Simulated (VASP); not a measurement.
VASP input:

File POSCAR:
```
TiAl
1
    2.8189989372     0.0000000000     0.0000000000
    0.0000000000     2.8189989372     0.0000000000
    0.0000000000     0.0000000000     4.0609069797
Ti Al
1 1
Direct
  0.0000000000   0.0000000000   0.0000000000
  0.5000000000   0.5000000000   0.5000000000
```

INCAR:
```
# general
SYSTEM   = TiAl
PREC     = Accurate
ENCUT    = 520
LREAL    = F
LASPH    = T

# electronic loop
EDIFF    = 1E-7
NELM     = 100
ALGO     = Normal
LMAXMIX  = 4

# smearing
ISMEAR   = -5

# functional
GGA      = BO
LUSE_VDW = T
AGGAC    = 0.0
PARAM1   = 0.1833333333
PARAM2   = 0.22

# ions
ISIF     = 2

# output
LWAVE    = F
LCHARG   = T
LORBIT   = 11
NEDOS    = 601
```

### KPOINTS
```
K-points
0
Gamma
  14 14 10
```

POTCAR, in this order: Ti_sv Al (PBE.64 set). Program: vasp_std.

**Question.** Write an equivalent input for Quantum ESPRESSO's pw.x.

**Answer.** One equivalent input (not run):
```
&CONTROL
  calculation = 'scf'
  pseudo_dir = './pseudo'
  outdir = './out'
  tprnfor = .true.
  tstress = .true.
/
&SYSTEM
  ibrav = 0
  nat = 2
  ntyp = 2
  ecutwfc = 84
  occupations = 'tetrahedra'
  input_dft = 'vdw-df-obk8'
/
&ELECTRONS
  conv_thr = 7.3e-09
  electron_maxstep = 100
/
ATOMIC_SPECIES
  Ti 47.867 Ti.upf
  Al 26.982 Al.upf
CELL_PARAMETERS angstrom
     2.8189989    0.0000000    0.0000000
     0.0000000    2.8189989    0.0000000
     0.0000000    0.0000000    4.0609070
ATOMIC_POSITIONS crystal
  Ti   0.0000000  0.0000000  0.0000000
  Al   0.5000000  0.5000000  0.5000000
K_POINTS automatic
  14 14 10 0 0 0
```
The two are equivalent in intent, not identical: the potentials are each code's own (VASP's PAW set, PseudoDojo norm-conserving files in pw.x), so ENCUT and ecutwfc are chosen apart and not converted; conv_thr bounds pw.x's estimated SCF error, while EDIFF bounds the energy change between steps.

The compound is TiAl in the L1_0 structure. It was relaxed first.
